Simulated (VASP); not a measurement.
OSZICAR of a VASP run on BN (wurtzite):

File OSZICAR:
```
       N       E                     dE             d eps       ncg     rms          rms(c)
DAV:   1     0.435479137082E+02    0.43548E+02   -0.87048E+03  1008   0.129E+03
DAV:   2    -0.386539291558E+02   -0.82202E+02   -0.74708E+02  1424   0.251E+02
DAV:   3    -0.409716394674E+02   -0.23177E+01   -0.23051E+01  1344   0.421E+01
DAV:   4    -0.409843616947E+02   -0.12722E-01   -0.12715E-01  1276   0.324E+00
DAV:   5    -0.409844934465E+02   -0.13175E-03   -0.13166E-03  1300   0.314E-01    0.917E+00
DAV:   6    -0.390044930398E+02    0.19800E+01   -0.53199E+00  1224   0.186E+01    0.427E+00
DAV:   7    -0.387964053139E+02    0.20809E+00   -0.21265E-01  1232   0.421E+00    0.252E+00
DAV:   8    -0.387327633728E+02    0.63642E-01   -0.98332E-02  1132   0.266E+00    0.216E-01
DAV:   9    -0.387318405979E+02    0.92277E-03   -0.23642E-03  1296   0.465E-01    0.119E-01
DAV:  10    -0.387317987365E+02    0.41861E-04   -0.17143E-04  1264   0.130E-01    0.209E-02
DAV:  11    -0.387317950218E+02    0.37148E-05   -0.29264E-05  1276   0.436E-02    0.105E-02
DAV:  12    -0.387317949701E+02    0.51696E-07   -0.22237E-06  1260   0.142E-02    0.167E-03
DAV:  13    -0.387317949656E+02    0.44904E-08   -0.38774E-08   852   0.214E-03
   1 F= -.38731795E+02 E0= -.38731795E+02  d E =-.387318E+02
       N       E                     dE             d eps       ncg     rms          rms(c)
DAV:   1    -0.387317784023E+02    0.16568E-04   -0.11762E-02  1160   0.104E+00    0.214E-02
DAV:   2    -0.387317887546E+02   -0.10352E-04   -0.15083E-04  1248   0.114E-01    0.125E-02
DAV:   3    -0.387317857334E+02    0.30213E-05   -0.34250E-06  1304   0.210E-02    0.450E-03
DAV:   4    -0.387317855501E+02    0.18326E-06   -0.15845E-06  1272   0.118E-02    0.132E-03
DAV:   5    -0.387317855353E+02    0.14809E-07   -0.14293E-07   772   0.402E-03
   2 F= -.38731786E+02 E0= -.38731786E+02  d E =0.943031E-05
       N       E                     dE             d eps       ncg     rms          rms(c)
DAV:   1    -0.387318166151E+02   -0.31065E-04   -0.34536E-03  1140   0.562E-01    0.115E-02
DAV:   2    -0.387318196260E+02   -0.30109E-05   -0.44174E-05  1248   0.618E-02    0.681E-03
DAV:   3    -0.387318187395E+02    0.88651E-06   -0.10166E-06  1296   0.114E-02    0.245E-03
DAV:   4    -0.387318186895E+02    0.50007E-07   -0.46802E-07  1224   0.642E-03
   3 F= -.38731819E+02 E0= -.38731819E+02  d E =-.237239E-04
```

Task: Which electronic solver shows in the log?

Result: It is blocked Davidson (ALGO = Normal, or the opening steps of other solvers). The INCAR had ALGO = Normal.

Task: Can the final energy be trusted as converged?

Result: The run converged. It stopped with EDIFF = 1E-7, NELM = 100, NSW = 30 and EDIFFG = -0.01 after 3 ionic steps (LDA (Ceperley-Alder, Perdew-Zunger), plane waves, VASP's LDA PAW potentials (set 64)).

The compound is BN in the wurtzite structure, a metastable high-pressure form. This cell is one point of a volume scan, at 1.03 of the reference volume. Symmetry was kept, so distortions that lower it aren't found.
